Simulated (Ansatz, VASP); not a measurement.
# Cross-check of N (Be(10-15) slab with N) between VASP and Ansatz

Aim: how closely do two programs agree when they are given the same cell, functional and k mesh? The cell is taken from a series of runs on this material, whose earlier steps may have relaxed, scaled, displaced or heated it; both programs get it as it stands.

Program: Ansatz 0.2.0. Level of theory: plane waves, with VASP 6.6.1 beside it; single point at RPBE with D4. Results are calculated unless marked as measured.

### 1. The starting structure

The cell holds 5 atoms: 5 N. Cell: a = 9.144 Å, b = 10.589 Å, c = 22.371 Å, α = 90.0°, β = 90.0°, γ = 96.2°. It derives from Be (hcp). As first built, before any earlier steps moved the atoms (in the runner's words): hcp Be (a = 2.286 A, c = 3.584 A), (10-15) slab of 14 repeat layers, 4 x 1 surface cells; 5 N on hollow sites; displaced by a Gaussian of 0.03 A. Vacuum lies along c.

Structure file:

```cif
data_structure
_symmetry_space_group_name_H-M 'P 1'
_symmetry_Int_Tables_number 1
_cell_length_a 9.1440
_cell_length_b 10.5894
_cell_length_c 22.3710
_cell_angle_alpha 90.000
_cell_angle_beta 90.000
_cell_angle_gamma 96.196
_cell_volume 2153.51
loop_
_atom_site_label
_atom_site_type_symbol
_atom_site_fract_x
_atom_site_fract_y
_atom_site_fract_z
_atom_site_occupancy
N1 N 0.34563 0.12308 0.68826 1
N2 N 0.04812 0.26897 0.66820 1
N3 N 0.68365 0.56899 0.66495 1
N4 N 0.16230 0.84431 0.68266 1
N5 N 0.87156 0.99508 0.67542 1
```

### 2. Ansatz: single point, RPBE with D4

Ansatz runs on its default PAW (the set named soft_2) files.

With cell and atoms fixed, the geometry can't cause a difference; cores, projectors, grids and the points listed under the comparison can.

input.yaml

```yaml
crystal:
  lattice:
    - [9.144, 0.0, 0.0]
    - [-1.143, 10.52752, 0.0]
    - [0.0, 0.0, 22.371]
  atoms:
    - { symbol: "N", position: [0.34563, 0.12308, 0.68826], spin: 1.0 }
    - { symbol: "N", position: [0.04812, 0.26897, 0.6682], spin: 1.0 }
    - { symbol: "N", position: [0.68365, 0.56899, 0.66495], spin: 1.0 }
    - { symbol: "N", position: [0.1623, 0.84431, 0.68266], spin: 1.0 }
    - { symbol: "N", position: [0.87156, 0.99508, 0.67542], spin: 1.0 }
magnetization:
  spin_polarized: true
kpoints:
  mp_grid: { grid: [2, 2, 1] }
hamiltonian:
  xc: rpbe
  dispersion: d4
scf:
  occupations: { method: fermi_dirac, width: 0.1 }
  lower_state_search: "off"
output:
  forces: true
  eigenvalues: true
  write_density: true
  write_potential: true
  volumetric_format: npy
```

Launch:

```sh
> ansatz run input.yaml --threads 4 --pin off --max-ram 8192MiB --backend cpu --events-out ev --progress --plain --runs-dir out
```

Numbers of over 12 decimals in the logs are rounded to 6 here.

What it wrote:

```text
Engine: ansatz 0.2.0, aarch64-unknown-linux-gnu
Pseudopotentials: kind: paw
Pseudopotential: N, paw, valence charge 5, recommended cutoff 420 eV (normal), N.paw.azcp
Functional definition: RPBE
  parameter kappa = 0.804
  parameter beta = 0.066725
  exchange = rpbe_x(kappa = kappa, mu = beta*pi^2/3)
  correlation = pbe_c(beta = beta)
Crystal: 5 atoms, lattice volume = 2153.514 Å³
Basis set: ecut = 420 eV, 42089 PW (Γ), exchange–correlation on 128×144×300 points (8 copies of the dense FFT grid, shifted against one another)
Bands: 20, of which v1, the nominal top of the filled ones, is band 13 counted from 1 (12 counted from 0)
Symmetry: 1 space group operations
Space group: P1 (ITA 1), of the structure as read, at distance tolerance 1.3e-4 Å
Magnetic group: BNS 1.1 (UNI 1), of the structure as read, at distance tolerance 1.3e-4 Å
k-points: 4
Non-local potential: N, projectors of the file, l = 0: 2, l = 1: 2, l = 2: 1
PAW form: soft (Blöchl's): semilocal exchange-correlation on the pseudo side does not see the compensation charge
PAW frozen core: N, regenerated for the run's functional, and the local potential with it (the file was generated under x = pbe(κ = 0.804, μ = 0.219515), c = pbe(β = 0.066725))
PAW one-centre angular grid: N, 110 points (default); XC on 64 Gauss nodes
Initial density: superposition of atomic densities (neutral atoms: chi_scale 0, normalization atom)
Starting moments: Σ|m| = 5 μB on 5 of 5 sites
Initial wavefunctions: pseudopotential atomic-orbital guess
Functional: x = rpbe, c = pbe(β = 0.066725)
iter 1 solved again at ethr=1.73e-4 eV; its pass at ethr=3.10e-3 eV (dr2=4.33e-2 eV) is discarded
SCF iter   1: F=—  HF=-1896.333136 eV  |F-HF|=—  |Δ(HF+E_count)|=         —  Δρ=2.39e-2 (↑2.39e-2 ↓2.27e-2)  dr2=4.59e-2  dr2_m=1.07e1  M=14.678 μB ∫|m|=14.679 μB  β_m=1.00  ethr=1.73e-4  ⟨swp⟩=1.9  Hψ=1655  notcnv=0
automatic band count: the SCF goes on with 25 bands, as 20 were too few: the levels above may hold too much charge
preconditioner: auto → Resta (q_TF=auto, 1.298 Å⁻¹)  ε∞=1.6  [insulator: Δε(μ)=0.505 eV  Ē_g=3.883 eV  σ=0.100 eV  W_gap=0.85  n_scr=74 (ndim 8)  ℏωp=3.1 eV  f_vac=0.863  D(μ)=3.05/eV (n_scr^D=2)  ε∞_Penn≈1.6  vacuum switching on, ρ_ref=1.1e-3 e/Å³]
spin=Collinear: Resta preconditioning applied to the charge; magnetization (m = ρ↑ − ρ↓) channel mixes plain (no charge-response kernel on spin).
SCF iter   2: F=—  HF=-1901.667346 eV  |F-HF|=—  |Δ(HF+E_count)|=    5.33e0  Δρ=3.54e-3 (↑3.54e-3 ↓1.59e-3)  dr2=1.09e-1  dr2_m=1.28e-1  M=15.000 μB ∫|m|=15.001 μB  β_m=1.00  ethr=1.73e-4  ⟨swp⟩=5.0  Hψ=507  notcnv=0  defer=1
SCF iter   3: F=—  HF=-1902.675201 eV  |F-HF|=—  |Δ(HF+E_count)|=    1.01e0  Δρ=3.59e-3 (↑3.59e-3 ↓7.85e-4)  dr2=4.27e-1  dr2_m=4.03e-2  M=15.000 μB ∫|m|=15.001 μB  β_m=1.00  ethr=1.73e-4  ⟨swp⟩=2.4  Hψ=427  notcnv=0  defer=3
SCF iter   4: F=—  HF=-1902.999042 eV  |F-HF|=—  |Δ(HF+E_count)|=   3.24e-1  Δρ=6.05e-4 (↑6.05e-4 ↓3.31e-4)  dr2=1.68e-2  dr2_m=7.83e-4  M=15.000 μB ∫|m|=15.001 μB  β_m=1.00  ethr=1.73e-4  ⟨swp⟩=2.8  Hψ=399  notcnv=0  defer=3
SCF iter   5: F=—  HF=-1903.252047 eV  |F-HF|=—  |Δ(HF+E_count)|=   2.53e-1  Δρ=3.35e-4 (↑3.35e-4 ↓1.94e-4)  dr2=4.83e-3  dr2_m=1.43e-4  M=15.000 μB ∫|m|=15.001 μB  β_m=1.00  ethr=6.71e-5  ⟨swp⟩=2.2  Hψ=329  notcnv=0  defer=3
SCF iter   6: F=—  HF=-1903.373810 eV  |F-HF|=—  |Δ(HF+E_count)|=   1.22e-1  Δρ=3.60e-4 (↑3.60e-4 ↓1.53e-4)  dr2=4.96e-3  dr2_m=2.41e-4  M=15.000 μB ∫|m|=15.001 μB  β_m=0.30  ethr=1.93e-5  ⟨swp⟩=2.0  Hψ=234  notcnv=0  defer=3
Mixer restart at iter 6: flushing history
spin-set hold released at iteration 6 (site moments contracting): the magnetisation degrees of freedom join the quasi-Newton model from the next iteration; the mixer history was flushed
SCF iter   7: F=—  HF=-1903.428289 eV  |F-HF|=—  |Δ(HF+E_count)|=   5.45e-2  Δρ=1.85e-4 (↑1.85e-4 ↓1.26e-4)  dr2=1.78e-3  dr2_m=4.25e-5  M=15.000 μB ∫|m|=15.001 μB  β_m=0.63  ethr=1.93e-5  ⟨swp⟩=2.0  Hψ=234  notcnv=0  defer=3
SCF iter   8: F=—  HF=-1903.481597 eV  |F-HF|=—  |Δ(HF+E_count)|=   5.33e-2  Δρ=4.38e-5 (↑4.25e-5 ↓4.38e-5)  dr2=9.13e-7  dr2_m=3.62e-5  M=15.000 μB ∫|m|=15.001 μB  β_m=0.71  ethr=7.11e-6  ⟨swp⟩=2.0  Hψ=354  notcnv=0  defer=3
SCF iter   9: F=—  HF=-1903.481746 eV  |F-HF|=—  |Δ(HF+E_count)|=   1.48e-4  Δρ=1.98e-5 (↑1.98e-5 ↓1.17e-5)  dr2=1.40e-6  dr2_m=4.83e-6  M=15.000 μB ∫|m|=15.001 μB  β_m=0.86  ethr=3.65e-9  ⟨swp⟩=3.4  Hψ=384  notcnv=0  defer=3
SCF iter  10: F=—  HF=-1903.481748 eV  |F-HF|=—  |Δ(HF+E_count)|=   2.41e-6  Δρ=2.63e-6 (↑2.63e-6 ↓7.73e-7)  dr2=1.86e-7  dr2_m=1.75e-8  M=15.000 μB ∫|m|=15.001 μB  β_m=0.74  ethr=3.65e-9  ⟨swp⟩=2.0  Hψ=338  notcnv=0  defer=3
SCF iter  11: F=-1903.481748 eV  HF=-1903.481748 eV  |F-HF|=5.94e-10  |Δ(HF+E_count)|=   6.27e-8  Δρ=2.21e-7 (↑1.18e-7 ↓2.21e-7)  dr2=4.67e-10  dr2_m=4.38e-10  M=15.000 μB ∫|m|=15.001 μB  ethr=4.00e-10  ⟨swp⟩=16.0  Hψ=1217  notcnv=0
SCF 1 converged in 11 iterations: F = -1903.481748 eV  dr2 = 4.67e-10
  greatest PAW one-centre occupation: 0.869 electrons in one spin orbital (limit 2), on the N atom at site 4 (counted from 0), in its partial waves of l = 0
WARN: The output density's exchange-correlation potential varies sharply where the density is thin. Do not read a vacuum level from v_tot or v_xc, or from such a field of the output density. On a cell that repeats whose density bears no net charge and no dipole along the vacuum's axis use v_es (v_loc + v_h of the components); under efield.dipole_correction with no amplitude use v_es + v_field, which holds any externa [...]
SCF converged after 11 iterations
Magnetization: 15.0000 μB (20.0000 up, 5.0000 down)
Absolute magnetization: 15.0006 μB (∫|ρ↑−ρ↓|, with the PAW one-centre terms)
Spin contamination: 0.0144 ħ² per cell (⟨S²⟩ above its minimum at these occupations)
Per-site moments (μB) at R_I (Å): [(2.817767, 1.334865), (2.801749, 1.306632), (2.965894, 1.921206), (2.818230, 1.334865), (2.802422, 1.306632)]
Free energy (F): -1903.481748 eV
Harris-Foulkes:  -1903.481748 eV  (|F-HF|=5.94e-10)
Internal energy: -1903.481747 eV  (E = F + TS)
E sigma→0 (E₀):  -1903.481748 eV
Entropy (-TS):   -0.000001 eV (-0.000 meV/atom)
Fermi energy:    -6.004003 eV
--- Per-component energies (eV) ---
  E_band       = -293.592086
  E_kinetic    = 595.000611
  E_local      = -3662.759457  (includes V_loc(G=0)·N_el)
  E_nonlocal   = 242.120366
  E_hartree    = 1490.579435
  E_xc         = -284.050054
  E_vxc        = -356.608820  (∫ρ·V_xc dr)
  E_paw        = -640.489039  (= ΣΔE_a)
  E_vpaw       = -92.503367  (= ΣTr[D̂ρ^β])
  E_aug_tail   = 0.000404  (compensation charges beyond the density's cutoff)
  E_ewald      = 356.288643
  E_disp       = -0.081203  (pairwise vdW)
  E_core_change = -0.091453  (= ΣΔE_core)
  E_smearing   = -0.000001  (= −TS)
  E_closure    = -0.000000  (closes the sum)
  Σ components = -1903.481748   (vs F -1903.481748, Δ=0.00e0)
--- Forces (eV/Å), atoms counted from 1 ---
  atom   1  N      0.09221448     0.04411083     0.01101353
  atom   2  N     -0.01533440     0.12429265    -0.01352923
  atom   3  N      0.00437304     0.00111920     0.00084545
  atom   4  N      0.03124926    -0.11068872     0.00032199
  atom   5  N     -0.11250303    -0.05883449     0.00134676
  max |Σ_I F_I| component: 1.50e-6 eV/Å
--- Band table (eV; the first three rows and the last of 8) ---
  k-point 0 ↑: bands = [... 9 lower, -8.1192, -8.0217, -8.0193, -8.0190, -7.9963, -7.9806, -7.8814, -7.7511, ... 8 higher]
  k-point 1 ↑: bands = [... 9 lower, -8.1186, -8.0206, -8.0192, -8.0190, -7.9971, -7.9803, -7.8809, -7.7510, ... 8 higher]
  k-point 2 ↑: bands = [... 9 lower, -8.1172, -8.0212, -8.0198, -8.0181, -7.9979, -7.9822, -7.8800, -7.7725, ... 8 higher]
  k-point 3 ↓: bands = [... 9 lower, -4.0652, -3.8541, -3.8416, -3.8356, -3.8166, -3.7851, -3.5797, -3.4675, ... 8 higher]
```

In the SCF lines HF is the Harris–Foulkes energy and dr2 the Hartree energy of the density residual, in eV; the loop may stop once dr2 is under the threshold and the program's other checks hold. Hψ counts applications of the Hamiltonian.

### 3. VASP: single point, RPBE with D4

The same cell, functional, mesh and smearing now go to VASP, with its own data sets.

Lines of VASP's logs that name or quote its potential files are left out, and so is its time.

INCAR

```
SYSTEM = N
PREC = Accurate
ENCUT = 520
EDIFF = 1E-06
NELM = 200
ISMEAR = -1
SIGMA = 0.1
LREAL = .FALSE.
ALGO = Normal
GGA = RP
IVDW = 13
NBANDS = 30
ISPIN = 2
MAGMOM = 2.82 2.8 2.97 2.82 2.8
LORBIT = 11
LWAVE = .FALSE.
LCHARG = .FALSE.
ISIF = 2
LASPH = .TRUE.
GGA_COMPAT = .FALSE.
KPAR = 2
```

POSCAR

```
N
1.0
    9.1440000000      0.0000000000      0.0000000000
   -1.1430000000     10.5275200000      0.0000000000
    0.0000000000      0.0000000000     22.3710000000
N
5
Direct
    0.3456300000      0.1230800000      0.6882600000
    0.0481200000      0.2689700000      0.6682000000
    0.6836500000      0.5689900000      0.6649500000
    0.1623000000      0.8443100000      0.6826600000
    0.8715600000      0.9950800000      0.6754200000
```

KPOINTS

```
Automatic mesh
0
Gamma
2 2 1
0 0 0
```

The projector-augmented-wave data sets are N (PBE family, release 64).

Launch:

```sh
> mpirun -np 2 vasp_std
```

What it wrote:

```text
[banner, memory and clock lines left out]
running    2 mpi-ranks, on    1 nodes
 distrk:  each k-point on    1 cores,    2 groups
 distr:  one band on    1 cores,    1 groups

 POSCAR found type information on POSCAR N
 POSCAR found :  1 types and       5 ions
|                                                                             |
|               ----> ADVICE to this user running VASP <----                  |
|                                                                             |
|     You enforced a specific xc type in the INCAR file but a different       |
|     [... a line on the potential file left out ...]
|     I HOPE YOU KNOW WHAT YOU ARE DOING!                                     |
|                                                                             |

 LDA part: xc-table for (Slater+PW92), standard interpolation
 POSCAR, INCAR and KPOINTS ok, starting setup
 FFT: planning ... GRIDC
 FFT: planning ... GRID_SOFT
 FFT: planning ... GRID
 WAVECAR not read
 entering main loop
       N       E                     dE             d eps       ncg     rms          rms(c)
DAV:   1     0.169059253405E+03    0.16906E+03   -0.56222E+03   560   0.457E+02
DAV:   2     0.555048705730E+02   -0.11355E+03   -0.10150E+03   866   0.810E+01
DAV:   3    -0.829609704069E+01   -0.63801E+02   -0.57015E+02   724   0.536E+01
DAV:   4    -0.155221942878E+02   -0.72261E+01   -0.72219E+01   534   0.219E+01
DAV:   5    -0.156055546842E+02   -0.83360E-01   -0.83347E-01   622   0.268E+00    0.429E+00
DAV:   6    -0.152214601652E+02    0.38409E+00   -0.40641E-01   558   0.277E+00    0.210E+00
DAV:   7    -0.151334787941E+02    0.87981E-01   -0.20376E-01   582   0.210E+00    0.662E-01
DAV:   8    -0.151787440908E+02   -0.45265E-01   -0.84757E-02   610   0.909E-01    0.410E-01
DAV:   9    -0.152959695474E+02   -0.11723E+00   -0.11202E-02   608   0.338E-01    0.264E-01
DAV:  10    -0.154544590366E+02   -0.15849E+00   -0.16055E-02   574   0.405E-01    0.162E-01
DAV:  11    -0.155564946580E+02   -0.10204E+00   -0.10860E-02   586   0.338E-01    0.117E-01
DAV:  12    -0.156163081664E+02   -0.59814E-01   -0.76517E-03   528   0.318E-01    0.824E-02
DAV:  13    -0.157231713591E+02   -0.10686E+00   -0.21612E-02   576   0.420E-01    0.315E-02
DAV:  14    -0.157444008444E+02   -0.21229E-01   -0.15658E-03   682   0.102E-01    0.187E-02
[...]
DAV:  21    -0.157537080439E+02   -0.57314E-04   -0.24894E-06   532   0.589E-03    0.811E-04
DAV:  22    -0.157537285699E+02   -0.20526E-04   -0.10867E-06   494   0.408E-03    0.583E-04
DAV:  23    -0.157537357660E+02   -0.71962E-05   -0.23887E-07   500   0.264E-03    0.327E-04
DAV:  24    -0.157537446918E+02   -0.89257E-05   -0.51469E-07   454   0.339E-03    0.235E-04
DAV:  25    -0.157537468801E+02   -0.21883E-05   -0.25061E-07   528   0.238E-03    0.221E-04
DAV:  26    -0.157537480186E+02   -0.11385E-05   -0.83671E-08   426   0.120E-03    0.112E-04
DAV:  27    -0.157537494899E+02   -0.14713E-05   -0.79667E-08   434   0.988E-04    0.133E-04
DAV:  28    -0.157537497310E+02   -0.24109E-06   -0.23281E-08   498   0.582E-04
   1 F= -.15834943E+02 E0= -.15834942E+02  d E =-.880183E-06  mag=    15.0000
```

(Continued in part 2 of 2.)

[Lines on the potential files, build, host, timing and source positions are cut from VASP's logs without a mark.]

[Logs are printed without paths, hosts, clocks, repeated set-up lines and the standing remarks that a program may print on its own settings, such as how far it seeks lower states.]

[Hosts, paths, dates, database ids (printed as entryN), source tags and the programs' standing remarks are cut or masked in the printed files.]
